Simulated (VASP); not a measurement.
These are PBE GGA, VASP's PBE PAW potentials (set 64) (plane waves; VASP) values and carry that method's errors.

Input for VASP

File KPOINTS:
```
kpoints
0
gamma
 13 13 8
0 0 0
```

### POSCAR
```
Dy
1.0
  1.8150375650  -3.1437370740   0.0000000000
  1.8150375650   3.1437370740   0.0000000000
  0.0000000000   0.0000000000   5.5908326207
Dy
2
Direct
  0.3333330000   0.6666670000   0.2500000000
  0.6666670000   0.3333330000   0.7500000000
```

**INCAR**
```
SYSTEM = Dy
PREC = Accurate
ENCUT = 520
EDIFF = 1E-7
NELM = 100
ALGO = Normal
LREAL = .FALSE.
LASPH = .TRUE.
ISMEAR = -5
GGA = PE
LMAXMIX = 6
LWAVE = .FALSE.
LCHARG = .TRUE.
LORBIT = 11
NEDOS = 601
ISIF = 2
```

POTCAR, in this order: Dy_3 (PBE.64 set). Program: vasp_std.

Output of the run:

### OSZICAR
```
       N       E                     dE             d eps       ncg     rms          rms(c)
DAV:   1     0.499357532854E+02    0.49936E+02   -0.88498E+03  2730   0.124E+03
DAV:   2    -0.573215295529E+01   -0.55668E+02   -0.54654E+02  2735   0.313E+02
DAV:   3    -0.892819692825E+01   -0.31960E+01   -0.29758E+01  3715   0.409E+01
DAV:   4    -0.905597475476E+01   -0.12778E+00   -0.12463E+00  3715   0.884E+00
DAV:   5    -0.905972385847E+01   -0.37491E-02   -0.37282E-02  3772   0.105E+00    0.240E+01
DAV:   6    -0.906026680266E+01   -0.54294E-03   -0.24413E-02  4166   0.144E+00    0.144E+01
DAV:   7    -0.906846471292E+01   -0.81979E-02   -0.44273E-02  4090   0.199E+00    0.244E-01
DAV:   8    -0.906813406261E+01    0.33065E-03   -0.24737E-03  3465   0.418E-01    0.635E-02
DAV:   9    -0.906814225495E+01   -0.81923E-05   -0.22004E-04  3553   0.136E-01    0.325E-02
DAV:  10    -0.906813796064E+01    0.42943E-05   -0.36837E-05  3582   0.489E-02    0.405E-02
DAV:  11    -0.906813786439E+01    0.96249E-07   -0.42638E-06  3260   0.174E-02    0.122E-03
DAV:  12    -0.906813806066E+01   -0.19626E-06   -0.44019E-07  3240   0.623E-03    0.385E-03
DAV:  13    -0.906813803211E+01    0.28551E-07   -0.57176E-08  1865   0.210E-03
   1 F= -.90681380E+01 E0= -.90681380E+01  d E =0.000000E+00
```

OUTCAR:
```
------------------------ aborting loop because EDIFF is reached ----------------------------------------
  FORCE on cell =-STRESS in cart. coord.  units (eV):
  Direction    XX          YY          ZZ          XY          YZ          ZX
  --------------------------------------------------------------------------------------
  Total       -0.0286566     -0.0286566      0.1655989      0.0000000     -0.0000000      0.0000000
  in kB       -0.7196108     -0.7196107      4.1584322      0.0000000     -0.0000000      0.0000000
  external PRESSURE =       0.9064036 kB  Pullay stress =       0.0000000 kB
  volume of cell :       63.80
      direct lattice vectors                 reciprocal lattice vectors
     1.815037565 -3.143737074  0.000000000     0.275476392 -0.159046380  0.000000000
     1.815037565  3.143737074  0.000000000     0.275476392  0.159046380  0.000000000
     0.000000000  0.000000000  5.590832621     0.000000000  0.000000000  0.178864235
 POSITION                                       TOTAL-FORCE (eV/Angst)
 -----------------------------------------------------------------------------------
      1.81504      1.04791      1.39771         0.000000      0.000000      0.000000
      1.81504     -1.04791      4.19312        -0.000000     -0.000000      0.000000
 -----------------------------------------------------------------------------------
    total drift:                               -0.000004      0.000102     -0.000011
  FREE ENERGIE OF THE ION-ELECTRON SYSTEM (eV)
  ---------------------------------------------------
  free  energy   TOTEN  =        -9.0681380321 eV

  energy  without entropy=       -9.0681380321  energy(sigma->0) =       -9.06813803

 total charge

# of ion       s       p       d       tot
------------------------------------------
    1        0.441   6.383   1.090   7.914
    2        0.441   6.383   1.090   7.914
--------------------------------------------------
tot          0.881  12.767   2.180  15.828
```
(Selected blocks of OUTCAR.)

**OUTCAR**
```
 val. band max:        3.0951629832   @ k =   0.2308   0.0000   0.1250

 cond. band min:       3.0799805437   @ k =   0.1538   0.0769   0.2500


 Fermi energy:         3.0866850278

 k-point     1 :       0.0000    0.0000    0.0000
  band No.  band energies     occupation
      1     -20.5729      2.00000
      2     -20.0174      2.00000
      3     -20.0174      2.00000
      4     -19.9004      2.00000
      5     -19.9004      2.00000
      6     -19.8396      2.00000
      7      -2.0047      2.00000
      8       0.9684      2.00000
      9       4.4466      0.00000
     10       4.8647      0.00000
     11       4.8647      0.00000
     12       5.3930      0.00000
     13       5.5984      0.00000

 k-point     2 :       0.0769    0.0000    0.0000
  band No.  band energies     occupation
      1     -20.5604      2.00000
      2     -20.0412      2.00000
      3     -20.0259      2.00000
      4     -19.9260      2.00000
      5     -19.9032      2.00000
      6     -19.8461      2.00000
      7      -1.8663      2.00000
      8       1.1004      2.00000
      9       4.2656      0.00000
     10       4.5282      0.00000
     11       4.9958      0.00000
     12       5.4346      0.00000
     13       5.6935      0.00000

 k-point     3 :       0.1538    0.0000    0.0000
  band No.  band energies     occupation
      1     -20.5245      2.00000
      2     -20.1074      2.00000
      3     -20.0488      2.00000
      4     -19.9953      2.00000
      5     -19.9115      2.00000
      6     -19.8656      2.00000
      7      -1.4678      2.00000
      8       1.4596      2.00000
      9       3.8069      0.00000
     10       3.9791      0.00000
     11       5.0639      0.00000
     12       5.3841      0.00000
     13       5.4911      0.00000

 k-point     4 :       0.2308    0.0000    0.0000
  band No.  band energies     occupation
      1     -20.4692      2.00000
      2     -20.2012      2.00000
      3     -20.0891      2.00000
...
```

The 4f electrons are frozen in the core of the lanthanide potential, so 4f levels, which can set the real gap, and their magnetism are missing. For a metal the tetrahedron method with Blöchl corrections gives inexact stress and forces.

The compound is Dy in the hcp structure. It was relaxed first.
